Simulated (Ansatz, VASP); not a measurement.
# Ta2MoCSeSF2 (2H-MoSSe under Ta2CF2 MXene, AC) in two plane-wave programs, part 2 of 2

Wanted: the spread between two codes on one cell, functional and k mesh. The structure shown is the start of the Ansatz relaxation below; VASP solves that cell, so the two are compared at the walk's first step.

VASP 6.6.1 and Ansatz 0.2.0.

So far: Set-up; Ansatz: relaxation, PBE with D3(BJ).

**3. VASP: single point, PBE with D3(BJ), start cell**

Level of this step: PBE with D3(BJ), no spin polarisation; plane waves and PAW (Se, Mo_sv, S, F, Ta_pv, C) (VASP).

The same cell, functional, mesh and smearing now go to VASP, with its own data sets.

Lines of VASP's logs that name or quote its potential files are left out, and so is its time.

INCAR

```
SYSTEM = Ta2MoCSeSF2
PREC = Accurate
ENCUT = 520
EDIFF = 1E-06
NELM = 120
ISMEAR = -1
SIGMA = 0.05
LREAL = .FALSE.
ALGO = Normal
GGA = PE
IVDW = 12
NBANDS = 41
LASPH = .TRUE.
LORBIT = 11
LWAVE = .FALSE.
LCHARG = .FALSE.
ISIF = 2
LDIPOL = .TRUE.
IDIPOL = 3
DIPOL = 0.5 0.5 0.512
LVHAR = .TRUE.
GGA_COMPAT = .FALSE.
NELMDL = -8
KPAR = 2
```

POSCAR

```
Ta2MoCSeSF2
1.0
    3.2380400000      0.0000000000      0.0000000000
   -1.6190200000      2.8042250000      0.0000000000
    0.0000000000      0.0000000000     52.4288210000
Se Mo S F Ta C
1 1 1 2 2 1
Direct
    0.3333332739      0.6666665478      0.3976820307
    0.0000000000      0.0000000000      0.4321749863
    0.3333332739      0.6666665478      0.4623996981
    0.0000000000      0.0000000000      0.5167591123
    0.3333332739      0.6666665478      0.6023179693
    0.3333332739      0.6666665478      0.5352594330
    0.0000000000      0.0000000000      0.5838176678
    0.6666667261      0.3333334522      0.5595385408
```

KPOINTS

```
Automatic mesh
0
Gamma
12 12 1
0 0 0
```

The projector-augmented-wave data sets are Se, Mo_sv, S, F, Ta_pv and C (PBE family, release 64).

Command:

```bash
$ mpirun -np 2 vasp_std
```

Numbers of over 12 decimals in the logs are rounded to 6 here.

The program printed:

```text
[banner, memory and clock lines left out]
running    2 mpi-ranks, on    1 nodes
 distrk:  each k-point on    1 cores,    2 groups
 distr:  one band on    1 cores,    1 groups

 POSCAR found type information on POSCAR SeMoS F TaC
 POSCAR found :  6 types and       8 ions
 LDA part: xc-table for (Slater+PW92), standard interpolation
|                                                                             |
|           W    W    AA    RRRRR   N    N  II  N    N   GGGG   !!!           |
|           W    W   A  A   R    R  NN   N  II  NN   N  G    G  !!!           |
|           W    W  A    A  R    R  N N  N  II  N N  N  G       !!!           |
|           W WW W  AAAAAA  RRRRR   N  N N  II  N  N N  G  GGG   !            |
|           WW  WW  A    A  R   R   N   NN  II  N   NN  G    G                |
|           W    W  A    A  R    R  N    N  II  N    N   GGGG   !!!           |
|                                                                             |
|     One of the lattice vectors is very long (>50 A), but AMIN is rather     |
|     large. This can spoil convergence since charge sloshing might occur     |
|     along the long lattice vector. If problems with convergence are         |
|     observed, try to decrease AMIN to a smaller value (e.g. 0.01).          |
|     Note: This warning only applies if the self-consistency cycle is        |
|     used.                                                                   |
|                                                                             |

 POSCAR, INCAR and KPOINTS ok, starting setup
 FFT: planning ... GRIDC
 FFT: planning ... GRID_SOFT
 FFT: planning ... GRID
 WAVECAR not read
 entering main loop
       N       E                     dE             d eps       ncg     rms          rms(c)
DAV:   1     0.556864790995E+03    0.55686E+03   -0.33111E+04  2078   0.129E+03
DAV:   2    -0.104340768050E+02   -0.56730E+03   -0.55411E+03  2011   0.311E+02
DAV:   3    -0.689144034718E+02   -0.58480E+02   -0.57645E+02  1879   0.969E+01
DAV:   4    -0.709762621757E+02   -0.20619E+01   -0.20325E+01  2020   0.177E+01
DAV:   5    -0.710404232165E+02   -0.64161E-01   -0.63937E-01  2012   0.272E+00
DAV:   6    -0.710428236181E+02   -0.24004E-02   -0.23971E-02  2124   0.516E-01
DAV:   7    -0.710429287680E+02   -0.10515E-03   -0.10499E-03  2012   0.881E-02
DAV:   8    -0.710429351131E+02   -0.63451E-05   -0.63380E-05  1972   0.190E-02    0.350E+01
DAV:   9    -0.632801737237E+02    0.77628E+01   -0.47898E+01  1775   0.304E+01    0.138E+01
DAV:  10    -0.690394292469E+02   -0.57593E+01   -0.64172E+01  2121   0.234E+01    0.110E+01
DAV:  11    -0.106432032492E+03   -0.37393E+02   -0.39338E+02  2293   0.305E+01    0.293E+01
DAV:  12    -0.605051579066E+02    0.45927E+02   -0.22672E+02  2083   0.288E+01    0.672E+00
DAV:  13    -0.630443287099E+02   -0.25392E+01   -0.31519E+01  1932   0.141E+01    0.313E+00
DAV:  14    -0.626812905810E+02    0.36304E+00   -0.33917E+00  2033   0.620E+00    0.219E+00
[...]
DAV:  32    -0.625732002841E+02   -0.42683E-04   -0.18002E-05  1596   0.209E-02    0.519E-03
DAV:  33    -0.625732387035E+02   -0.38419E-04   -0.35682E-06  1260   0.779E-03    0.752E-03
DAV:  34    -0.625732549255E+02   -0.16222E-04   -0.39725E-06  1572   0.106E-02    0.667E-03
DAV:  35    -0.625732646103E+02   -0.96847E-05   -0.11253E-06  1108   0.565E-03    0.414E-03
DAV:  36    -0.625732674909E+02   -0.28806E-05   -0.51644E-07   945   0.352E-03    0.274E-03
DAV:  37    -0.625732709721E+02   -0.34813E-05   -0.23185E-07   947   0.204E-03    0.270E-03
DAV:  38    -0.625732757590E+02   -0.47869E-05   -0.51186E-07   995   0.370E-03    0.159E-03
DAV:  39    -0.625732762227E+02   -0.46371E-06   -0.11730E-07   865   0.163E-03
   1 F= -.64856150E+02 E0= -.64836045E+02  d E =-.402096E-01
```

Parts of OUTCAR (step 3):

```text
ion  position               nearest neighbor table
   1  0.333  0.667  0.398-   2 2.60   2 2.60   2 2.60
   2  0.000  0.000  0.432-   3 2.45   3 2.45   3 2.45   1 2.60   1 2.60   1 2.60
   3  0.333  0.667  0.462-   2 2.45   2 2.45   2 2.45
   4  0.000  0.000  0.517-   6 2.11   6 2.11   6 2.11
   5  0.333  0.667  0.602-   7 2.11   7 2.11   7 2.11
   6  0.333  0.667  0.535-   4 2.11   4 2.11   4 2.11   8 2.26   8 2.26   8 2.26   7 3.16   7 3.16
                             7 3.16
   7  0.000  0.000  0.584-   5 2.11   5 2.11   5 2.11   8 2.26   8 2.26   8 2.26   6 3.16   6 3.16
                             6 3.16
   8  0.667  0.333  0.560-   6 2.26   6 2.26   7 2.26   6 2.26   7 2.26   7 2.26

  LATTYP: Found a hexagonal cell.
 ALAT       =     3.2380400000
 C/A-ratio  =    16.1915297526

 Subroutine GETGRP returns: Found  6 space group operations
 (whereof  6 operations were pure point group operations)

The static configuration has the point symmetry C_3v.

 Found     19 irreducible k-points:

   k-points           NKPTS =     19   k-points in BZ     NKDIM =     19   number of bands    NBANDS=     41

   dimension x,y,z NGX =    24 NGY =   24 NGZ =  392
   dimension x,y,z NGXF=    48 NGYF=   48 NGZF=  784

   ENCUT  =  520.0 eV  38.22 Ry    6.18 a.u.   6.02  6.02 97.48*2*pi/ulx,y,z

   NELECT =      66.0000    total number of electrons

 k-points in reciprocal lattice and weights: Automatic mesh
   0.00000000  0.00000000  0.00000000       0.007
   0.08333333 -0.00000000  0.00000000       0.042
   0.16666667 -0.00000000  0.00000000       0.042
   0.25000000 -0.00000000  0.00000000       0.042
   0.33333333 -0.00000000  0.00000000       0.042
   0.41666667  0.00000000  0.00000000       0.042
   0.50000000 -0.00000000  0.00000000       0.021
   0.08333333  0.08333333  0.00000000       0.042
   0.16666667  0.08333333  0.00000000       0.083
[...]
0.33333333  0.25000000  0.00000000       0.083
   0.33333333  0.33333333  0.00000000       0.014

 dipolmoment           0.000000      0.000000     -0.070991 electrons x Angstroem

 average (electrostatic) potential at core
       1 -59.9491       2 -83.5256       3 -93.3010       4 -84.6694       5 -84.8326
       6 -45.3163       7 -45.2470       8 -56.2149

 E-fermi :  -0.4929

 k-point     1 :       0.0000    0.0000    0.0000
  band No.  band energies     occupation
    ...
     31      -2.3553      2.00000
     32      -1.8527      2.00000
     33      -1.8527      2.00000
     34      -1.4706      2.00000
     35      -0.5891      1.74521
     36       0.1270      0.00001
     37       0.1270      0.00001
     38       0.4181      0.00000
     39       0.7575      0.00000
     40       0.7575      0.00000
    ...

 k-point     2 :       0.0833   -0.0000    0.0000
  band No.  band energies     occupation
    ...
     31      -2.3566      2.00000
     32      -1.9662      2.00000
     33      -1.6341      2.00000
     34      -1.3504      2.00000
     35      -0.5772      1.68713
     36      -0.0178      0.00015
     37       0.2200      0.00000
     38       0.5491      0.00000
     39       0.6618      0.00000
     40       0.7771      0.00000
    ...

 k-point     3 :       0.1667   -0.0000    0.0000
  band No.  band energies     occupation
    ...
     30      -3.0414      2.00000
     31      -2.4770      2.00000
     32      -2.3790      2.00000
     33      -1.1267      1.99999
     34      -1.0369      1.99996
     35      -0.4290      0.43530
     36      -0.1937      0.00502
     37       0.1262      0.00001
     38       0.4888      0.00000
     39       0.5700      0.00000
    ...

 Edisp (eV)   -2.28287

  Total       1.13109     1.13109    -8.20831     0.00000    -0.00000     0.00000
  in kB       3.80663     3.80664   -27.62480     0.00000    -0.00000     0.00000
  external pressure =       -6.67 kB  Pullay stress =        0.00 kB

  energy-cutoff  :      520.00
  volume of cell :      476.06
      direct lattice vectors                 reciprocal lattice vectors
     3.238040000  0.000000000  0.000000000     0.308828798  0.178302383  0.000000000
    -1.619020000  2.804225000  0.000000000     0.000000000  0.356604766  0.000000000
     0.000000000  0.000000000 52.428821000     0.000000000  0.000000000  0.019073479

 POSITION                                       TOTAL-FORCE (eV/Angst)
 -----------------------------------------------------------------------------------
      0.00000      1.86948     20.85000        -0.000000      0.000000      1.240079
      0.00000      0.00000     22.65842        -0.000000      0.000000     -0.137474
      0.00000      1.86948     24.24307        -0.000000     -0.000000     -0.808906
      0.00000      0.00000     27.09307         0.000000      0.000000     -3.460039
      0.00000      1.86948     31.57882         0.000000     -0.000000      3.885566
      0.00000      1.86948     28.06302         0.000000     -0.000000      7.124691
      0.00000      0.00000     30.60887        -0.000000      0.000000     -7.860939
      1.61902      0.93474     29.33595         0.000000      0.000000      0.017023
 -----------------------------------------------------------------------------------
    total drift:                               -0.000000      0.000858     -0.000461

  FREE ENERGIE OF THE ION-ELECTRON SYSTEM (eV)
  ---------------------------------------------------
  free  energy   TOTEN  =       -64.8561498832 eV

  energy  without entropy=      -64.8159402863  energy(sigma->0) =      -64.83604508

 vacuum level on the upper side and lower side of the slab         1.994         3.408

 total charge
# of ion       s       p       d       tot
------------------------------------------
    1        1.483   2.285   0.054   3.822
    2        2.262   6.177   3.865  12.304
    3        1.351   2.336   0.000   3.687
    4        1.745   4.404   0.000   6.149
    5        1.747   4.403   0.000   6.150
    6        0.255   6.173   2.382   8.811
    7        0.264   6.174   2.393   8.830
    8        0.847   1.537   0.000   2.384
--------------------------------------------------
tot          9.955  33.488   8.695  52.138

[... 3 further parts left out ...]
```

**4. Comparison**

Known differences besides the potentials themselves: Ansatz cuts the interaction across the vacuum, VASP repeats the sheet with a dipole correction; the data sets hold 80 valence electrons in Ansatz (on its default PAW (the set named soft_2) files) and 66 in VASP; the cutoff is 420 eV in Ansatz and 520 eV in VASP. Total energies have different zeros and are not compared.

Forces (eV/Å; atoms numbered as in POSCAR):

```tsv
atom	Ansatz x, y, z	VASP x, y, z
Se1	0.000, 0.000, 1.262	0.000, 0.000, 1.240
Mo2	0.000, 0.000, -0.161	0.000, 0.000, -0.137
S3	0.000, 0.000, -0.801	0.000, 0.000, -0.809
F4	0.000, 0.000, -3.416	0.000, 0.000, -3.460
F5	0.000, 0.000, 3.836	0.000, 0.000, 3.886
Ta6	0.000, 0.000, 7.091	0.000, 0.000, 7.125
Ta7	0.000, 0.000, -7.828	0.000, 0.000, -7.861
C8	0.000, 0.000, 0.016	0.000, 0.000, 0.017
```

The forces differ by 18 meV/Å r.m.s., which is 0.7 % of the r.m.s. force of 2.431 eV/Å (both taken over all components). With vacuum in the cell, a pressure given here is an average over mostly empty space and none of the material.

**5. Outcome**

| Item | Value |
| --- | --- |
| r.m.s. force difference (single point, PBE with D3(BJ), start cell) | 0.74 % of the r.m.s. force |

What this shows: The r.m.s. force difference is 0.74 % of the r.m.s. force (single point, PBE with D3(BJ), start cell), within the 3 % picked in this series as the mark of a large difference. The data sets hold unlike numbers of valence electrons (80 in Ansatz and 66 in VASP), so part of the differences comes from the potentials. 1 further run of this series is not shown here. Such differences can come from data sets, numerical settings and the points named under the comparisons, not from the functional's error against experiment.

[Lines on the potential files, build, host, timing and source positions are cut from VASP's logs without a mark.]

[Logs are printed without paths, hosts, clocks, repeated set-up lines and the standing remarks that a program may print on its own settings, such as how far it seeks lower states.]

[Hosts, paths, dates, database ids (printed as entryN), source tags and the programs' standing remarks are cut or masked in the printed files.]
